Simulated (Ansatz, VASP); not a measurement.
# Cross-check of Cu2BiS2 between VASP and Ansatz

Aim: how closely do two programs agree when they are given the same cell, functional and k mesh? The cell is invented: As first built, before any earlier steps moved the atoms (in the runner's words): it takes the Li2BiS2 structure with some of its atoms replaced by other elements, volume scaled by an estimate. It may not be a known or stable phase. The cell is taken from a series of VASP runs on this material, whose earlier steps may have relaxed, scaled or displaced it; both programs get it as it stands.

Main program and level: Ansatz 0.2.0; plane waves, with VASP 6.6.1 beside it; relaxation of cell and atoms at PBE.

### 1. The starting structure

The structure is orthorhombic, space group Immm (No. 71). The conventional cell has a = 3.761 Å, b = 3.929 Å, c = 13.891 Å, α = 90.00°, β = 90.00°, γ = 90.00°. Nearest to Bi lie 4 S at 2.85 Å. Nearest to Cu lie 4 S at 2.28 to 2.50 Å. Nearest to S lie 4 Cu at 2.28 to 2.50 Å and 2 Bi at 2.85 Å. As first built, before any earlier steps moved the atoms (in the runner's words): sites of the Li2BiS2 structure (space group 71) filled with other elements, volume scaled by an estimate. Farther neighbours and most contacts between anions are not listed.

### 2. Ansatz: relaxation of cell and atoms, PBE

Ansatz runs on its default PAW (the set named soft_2) files.

The relaxed volume is the usual yardstick between codes: its relative difference is about their pressure difference at one cell divided by the bulk modulus.

File input.yaml:

```yaml
crystal:
  lattice:
    - [-1.9644807385, 1.8803860014, 6.9454698182]
    - [1.9644807385, -1.8803860014, 6.9454698182]
    - [1.9644807385, 1.8803860014, -6.9454698182]
  atoms:
    - { symbol: Bi, position: [0.0, 0.0, 0.0] }
    - { symbol: Cu, position: [0.2594032063, 0.2594032063, 0.0] }
    - { symbol: Cu, position: [0.7405967937, 0.7405967937, 0.0] }
    - { symbol: S, position: [0.8516800971, 0.3516800971, 0.5] }
    - { symbol: S, position: [0.1483199029, 0.6483199029, 0.5] }
hamiltonian:
  xc: pbe
  pseudopotentials: { kind: paw }
kpoints:
  mp_grid: { grid: [8, 8, 8] }
scf:
  occupations: { method: fermi_dirac, width: 0.05 }
relax:
  f_tol: 0.01
  max_steps: 60
  cell: { stress_tol: 0.05 }
output:
  forces: true
  stress: true
```

Run with:

```sh
> ansatz run input.yaml --threads 4 --pin off --max-ram 9216MiB --backend cpu --events-out ev --progress --plain --runs-dir out
```

Numbers of over 12 decimals in the logs are rounded to 6 here.

The log of the run:

```text
basis.fft_grid_basis auto: the FFT boxes are laid along the combinations [[1, 0, 1], [0, 1, 1], [0, 0, 1]] of the cell's own vectors, 3.761, 3.929 and 7.459 Å long. The dense box has 27×27×50 points. Along the cell's own vectors, as sized, it would have 50×50×50, 3.43 times as many. Of the 8 symmetry operations that the crystal satisfies within crystal.symmetry.tolerance (time reversal apart; of a slab, those that ke [...]
Engine: ansatz 0.2.0, x86_64-unknown-linux-gnu
Pseudopotentials: kind: paw
Pseudopotential: Bi, paw, valence charge 15, recommended cutoff 420 eV (normal), Bi.paw.azcp
Pseudopotential: Cu, paw, valence charge 19, recommended cutoff 420 eV (normal), Cu.paw.azcp
Pseudopotential: S, paw, valence charge 6, recommended cutoff 420 eV (normal), S.paw.azcp
Functional definition: PBE
  parameter kappa = 0.804
  parameter beta = 0.066725
  exchange = pbe_x(kappa = kappa, mu = beta*pi^2/3)
  correlation = pbe_c(beta = beta)
Crystal: 5 atoms, lattice volume = 102.626 Å³
Basis set: ecut = 420 eV, 2011 PW (Γ), FFT grids on a1+a3, a2+a3, a3, exchange–correlation on 54×54×100 points (8 copies of the dense FFT grid, shifted against one another)
Bands: 39, of which v1, the nominal top of the filled ones, is band 33 counted from 1 (32 counted from 0)
Symmetry: 8 space group operations
Space group: Immm (ITA 71), of the structure as read, at distance tolerance 4.7e-5 Å
k-points: 95 of 512
Non-local potential: Bi, projectors of the file, l = 0: 2, l = 1: 2, l = 2: 2, l = 3: 2
Non-local potential: Cu, projectors of the file, l = 0: 3, l = 1: 2, l = 2: 3, l = 3: 1
Non-local potential: S, projectors of the file, l = 0: 2, l = 1: 2, l = 2: 2
PAW form: soft (Blöchl's): semilocal exchange-correlation on the pseudo side does not see the compensation charge
PAW one-centre angular grid: Bi, 590 points (default); XC on 64 Gauss nodes
PAW one-centre angular grid: Cu, 590 points (default); XC on 64 Gauss nodes
PAW one-centre angular grid: S, 110 points (default); XC on 64 Gauss nodes
Initial density: superposition of atomic densities (neutral atoms: chi_scale 0, normalization atom), corrected by the library's trained network
Initial wavefunctions: pseudopotential atomic-orbital guess
Functional: x = pbe(κ = 0.804, μ = 0.219515), c = pbe(β = 0.066725)
SCF iter   1: F=—  HF=-27451.806432 eV  |F-HF|=—  |Δ(HF+E_count)|=         —  Δρ=2.64e-3  dr2=1.04e-2  ethr=1.77e-3  ⟨swp⟩=6.6  Hψ=14913  notcnv=0
preconditioner: auto → LDOS  [metal: Δε(μ)=0.039 eV  Ē_g=11.918 eV  σ=0.050 eV  W_gap=0.19  n_scr=32 (ndim 8)  ℏωp=25.7 eV  f_vac=0.063  D(μ)=1.26/eV (n_scr^D=2)  β→1.0]
SCF iter   2: F=—  HF=-27451.806916 eV  |F-HF|=—  |Δ(HF+E_count)|=   4.84e-4  Δρ=2.87e-3  dr2=1.05e-2  ethr=1.59e-5  ⟨swp⟩=2.0  Hψ=6829  notcnv=0  defer=117
SCF iter   3: F=—  HF=-27451.805571 eV  |F-HF|=—  |Δ(HF+E_count)|=   1.34e-3  Δρ=1.02e-3  dr2=7.72e-4  ethr=1.59e-5  ⟨swp⟩=2.0  Hψ=4924  notcnv=0  defer=117
SCF iter   4: F=—  HF=-27451.805464 eV  |F-HF|=—  |Δ(HF+E_count)|=   1.07e-4  Δρ=5.02e-4  dr2=1.63e-4  ethr=1.19e-6  ⟨swp⟩=2.0  Hψ=6249  notcnv=0  defer=117
SCF iter   5: F=—  HF=-27451.805424 eV  |F-HF|=—  |Δ(HF+E_count)|=   4.06e-5  Δρ=1.38e-4  dr2=1.73e-5  ethr=2.50e-7  ⟨swp⟩=2.0  Hψ=5107  notcnv=0  defer=117
SCF iter   6: F=—  HF=-27451.805430 eV  |F-HF|=—  |Δ(HF+E_count)|=   5.94e-6  Δρ=4.74e-5  dr2=1.81e-6  ethr=2.66e-8  ⟨swp⟩=2.0  Hψ=5106  notcnv=0  defer=117
SCF iter   7: F=-27451.805430 eV  HF=-27451.805430 eV  |F-HF|=1.24e-8  |Δ(HF+E_count)|=   1.58e-7  Δρ=6.54e-6  dr2=3.78e-8  ethr=1.54e-10  ⟨swp⟩=4.0  Hψ=15410  notcnv=0
SCF 1 converged in 7 iterations: F = -27451.805430 eV  dr2 = 3.78e-8
  greatest PAW one-centre occupation: 1.000 electrons in one spin orbital (limit 2), on the Cu atom at site 2 (counted from 0), in its partial waves of l = 0
relax step   1: F+E_penalty+E_count = -27451.80542960 eV  Δ(F+E_penalty+E_count) = +0.000e0 eV  max|allowed force component| = 4.121e-2 eV/Å  Δτ_max = 0.0000 Å  P = +0.212 GPa  Ω = 102.626 Å³  (7 SCF iters, dr2 threshold 1.00e-7 eV, accepted)
[...]
relax step   2: F+E_penalty+E_count = -27451.80661368 eV  Δ(F+E_penalty+E_count) = -1.184e-3 eV  max|allowed force component| = 1.133e-2 eV/Å  Δτ_max = 0.0064 Å  P = -0.018 GPa  Ω = 103.101 Å³  energy of the carried Pulay correction = -1.454e-4 eV  (5 SCF iters, dr2 threshold 5.00e-7 eV, accepted)
[...]
relax step   3: F+E_penalty+E_count = -27451.80701789 eV  Δ(F+E_penalty+E_count) = -4.042e-4 eV  max|allowed force component| = 5.680e-3 eV/Å  Δτ_max = 0.0029 Å  P = -0.017 GPa  Ω = 103.216 Å³  energy of the carried Pulay correction = -1.807e-4 eV  (6 SCF iters, dr2 threshold 1.07e-7 eV, accepted)
[...]
relax step   4: F+E_penalty+E_count = -27451.80719682 eV  Δ(F+E_penalty+E_count) = -1.789e-4 eV  max|allowed force component| = 5.698e-3 eV/Å  Δτ_max = 0.0000 Å  P = -0.018 GPa  Ω = 103.216 Å³  stress off target by 2.85e-2 GPa  SCF on the basis re-selected at this cell (its energy is not comparable with the rows above)  (7 SCF iters)
basis re-selected at this cell: Δ(F+E_penalty+E_count) = -1.789e-4 eV, ΔP = -0.001 GPa vs the last step (what re-selecting the basis moved, of the pressure what is left beyond the Pulay correction that the steps carried, after the strain that the cell walked since its last selection, with what the two solves' SCF thresholds leave and, on support functions, any second-order correction that the steps lacked; it is no m [...]
SCF converged after 7 iterations
Free energy (F): -27451.807197 eV
Harris-Foulkes:  -27451.807197 eV  (|F-HF|=3.64e-12)
Internal energy: -27451.796808 eV  (E = F + TS)
E sigma→0 (E₀):  -27451.802002 eV
Entropy (-TS):   -0.010389 eV (-2.078 meV/atom)
Fermi energy:    9.553130 eV
--- Per-component energies (eV) ---
  E_band       = -1065.488301
  E_kinetic    = 1114.681683
  E_local      = -14640.559370  (includes V_loc(G=0)·N_el)
  E_nonlocal   = 1413.459337
  E_hartree    = 6408.985874
  E_xc         = -522.648041
  E_vxc        = -547.559108  (∫ρ·V_xc dr)
  E_paw        = -15202.262953  (= ΣΔE_a)
  E_vpaw       = -1223.482491  (= ΣTr[D̂ρ^β])
  E_aug_tail   = 0.000162  (compensation charges beyond the density's cutoff)
  E_ewald      = -6023.453500
  E_smearing   = -0.010389  (= −TS)
  E_closure    = 0.000000  (closes the sum)
  Σ components = -27451.807197   (vs F -27451.807197, Δ=0.00e0)
--- Forces (eV/Å), atoms counted from 1 ---
  atom   1  Bi     0.00000000     0.00000000     0.00000000
  atom   2  Cu     0.00000000     0.00000000     0.00088050
  atom   3  Cu     0.00000000     0.00000000    -0.00088050
  atom   4  S      0.00000000     0.00000000    -0.00569770
  atom   5  S      0.00000000     0.00000000     0.00569770
  max |Σ_I F_I| component: 8.67e-19 eV/Å
--- Stress (GPa, compression-positive) ---
       -0.000833       0.000000       0.000000
        0.000000      -0.028544       0.000000
        0.000000       0.000000      -0.023385
  P = ⅓ Tr σ = -0.0176 GPa (-0.176 kbar)
--- Relaxed structure (3 steps of the walk, 3 accepted, 1 SCFs on fresh bases) ---
  F+E_penalty+E_count = -27451.80719682 eV   max|allowed force component| = 5.698e-3 eV/Å   (the final SCF, on the basis selected at the relaxed cell)
  cell:  # Å, volume = 103.2160 Å³
    - [-1.969970, 1.893894, 6.916270]
    - [1.969970, -1.893894, 6.916270]
    - [1.969970, 1.893894, -6.916270]
  atoms:
    - { symbol: Bi, position: [0, 0, 0] }
    - { symbol: Cu, position: [0.259627, 0.259627, 2.0339911033088096e-19] }
    - { symbol: Cu, position: [0.740373, 0.740373, 4.031418987128016e-19] }
    - { symbol: S, position: [0.851008, 0.351008, 0.500000] }
    - { symbol: S, position: [0.148992, 0.648992, 0.500000] }
```

The job ended after 14 s (4 threads of Intel Xeon Platinum 8488C (Sapphire Rapids), shared host; peak memory 0.71 GiB; 49 s of CPU time).

### 3. VASP: relaxation of cell and atoms, PBE

The same cell, functional, mesh and smearing now go to VASP, with its own data sets and cutoff.

Lines of VASP's logs that name or quote its potential files are left out, and so is its time.

File INCAR:

```
SYSTEM = Cu2BiS2
PREC = Accurate
ENCUT = 520
EDIFF = 1E-06
NELM = 100
ISMEAR = -1
SIGMA = 0.05
LREAL = .FALSE.
ALGO = Normal
GGA = PE
NBANDS = 30
LORBIT = 11
LWAVE = .FALSE.
LCHARG = .FALSE.
KPAR = 2
IBRION = 2
NSW = 60
ISIF = 3
EDIFFG = -0.01
```

File POSCAR:

```
Cu2BiS2
1.0
   -1.9644807385      1.8803860014      6.9454698182
    1.9644807385     -1.8803860014      6.9454698182
    1.9644807385      1.8803860014     -6.9454698182
Bi Cu S
1 2 2
Direct
    0.0000000000      0.0000000000      0.0000000000
    0.2594032063      0.2594032063      0.0000000000
    0.7405967937      0.7405967937      0.0000000000
    0.8516800971      0.3516800971      0.5000000000
    0.1483199029      0.6483199029      0.5000000000
```

File KPOINTS:

```
Automatic mesh
0
Gamma
8 8 8
0 0 0
```

The projector-augmented-wave data sets are Bi_d, Cu and S (PBE family, release 64).

Run with:

```sh
> mpirun -np 2 vasp_std
```

The log of the run:

```text
[banner, memory and clock lines left out]
running    2 mpi-ranks, on    1 nodes
 distrk:  each k-point on    1 cores,    2 groups
 distr:  one band on    1 cores,    1 groups

 POSCAR found type information on POSCAR BiCuS
 POSCAR found :  3 types and       5 ions
 LDA part: xc-table for (Slater+PW92), standard interpolation
 POSCAR, INCAR and KPOINTS ok, starting setup
 FFT: planning ... GRIDC
 FFT: planning ... GRID_SOFT
 FFT: planning ... GRID
 WAVECAR not read
 entering main loop
       N       E                     dE             d eps       ncg     rms          rms(c)
DAV:   1     0.468524558967E+03    0.46852E+03   -0.22297E+04  5700   0.201E+03
DAV:   2     0.378873387549E+02   -0.43064E+03   -0.41839E+03  5706   0.469E+02
DAV:   3    -0.188099893764E+02   -0.56697E+02   -0.54732E+02  7608   0.188E+02
DAV:   4    -0.222327608416E+02   -0.34228E+01   -0.33849E+01  7960   0.471E+01
DAV:   5    -0.223681565681E+02   -0.13540E+00   -0.13526E+00  8890   0.963E+00    0.142E+01
DAV:   6    -0.224681941477E+02   -0.10004E+00   -0.30107E+01  7870   0.114E+02    0.108E+01
DAV:   7    -0.203553846765E+02    0.21128E+01   -0.86840E+00  8214   0.772E+01    0.485E+00
DAV:   8    -0.204581442550E+02   -0.10276E+00   -0.17797E+00  9138   0.204E+01    0.301E+00
DAV:   9    -0.203973112289E+02    0.60833E-01   -0.61798E-01  8136   0.183E+01    0.841E-01
DAV:  10    -0.203872361396E+02    0.10075E-01   -0.60156E-02  7994   0.602E+00    0.247E-01
DAV:  11    -0.203879018166E+02   -0.66568E-03   -0.64526E-03  7284   0.548E-01    0.198E-01
DAV:  12    -0.203880753715E+02   -0.17355E-03   -0.74862E-04  7400   0.208E-01    0.100E-01
DAV:  13    -0.203879402418E+02    0.13513E-03   -0.38799E-04  8510   0.475E-01    0.167E-02
DAV:  14    -0.203879504913E+02   -0.10249E-04   -0.82982E-05  8948   0.673E-02    0.210E-02
DAV:  15    -0.203879492340E+02    0.12572E-05   -0.44345E-06  6942   0.370E-02    0.117E-02
DAV:  16    -0.203879487470E+02    0.48706E-06   -0.75955E-06  8260   0.492E-02
   1 F= -.20387949E+02 E0= -.20382754E+02  d E =-.203879E+02
[...]
2 F= -.20389062E+02 E0= -.20383899E+02  d E =-.111357E-02
[...]
3 F= -.20389226E+02 E0= -.20384085E+02  d E =-.127719E-02
[...]
4 F= -.20389740E+02 E0= -.20384630E+02  d E =-.514065E-03
[...]
5 F= -.20389820E+02 E0= -.20384727E+02  d E =-.593880E-03
 curvature:  -1.35 expect dE=-0.205E-03 dE for cont linesearch -0.333E-06
 trial: gam= 0.14915 g(F)=  0.316E-04 g(S)=  0.120E-03 ort = 0.159E-04 (trialstep = 0.126E+01)
 search vector abs. value=  0.179E-03
 bond charge predicted
       N       E                     dE             d eps       ncg     rms          rms(c)
DAV:   1    -0.203912255261E+02   -0.14055E-02   -0.40644E-02  7940   0.278E+00    0.292E-01
DAV:   2    -0.203910082923E+02    0.21723E-03   -0.12878E-02  7660   0.273E+00    0.208E-01
DAV:   3    -0.203900082141E+02    0.10001E-02   -0.38323E-03  7574   0.165E+00    0.787E-02
DAV:   4    -0.203898988485E+02    0.10937E-03   -0.49040E-04  8418   0.250E-01    0.272E-02
DAV:   5    -0.203898886191E+02    0.10229E-04   -0.53917E-05  9156   0.154E-01    0.116E-02
DAV:   6    -0.203898876726E+02    0.94652E-06   -0.21576E-05  8662   0.457E-02    0.574E-03
DAV:   7    -0.203898875695E+02    0.10304E-06   -0.65445E-07  3746   0.146E-02
   6 F= -.20389888E+02 E0= -.20384750E+02  d E =-.677571E-04
 trial-energy change:   -0.000068  1 .order   -0.000091   -0.000195    0.000014
 step:   1.0768(harm=  1.1816)  dis= 0.00145  next Energy=   -20.389889 (dE=-0.688E-04)
 reached required accuracy - stopping structural energy minimisation
```

(Continued in part 2 of 2.)

[Lines on the potential files, build, host, timing and source positions are cut from VASP's logs without a mark.]

[Logs are printed without paths, hosts, clocks, repeated set-up lines and the standing remarks that a program may print on its own settings, such as how far it seeks lower states.]

[Hosts, paths, dates, database ids (printed as entryN), source tags and the programs' standing remarks are cut or masked in the printed files.]
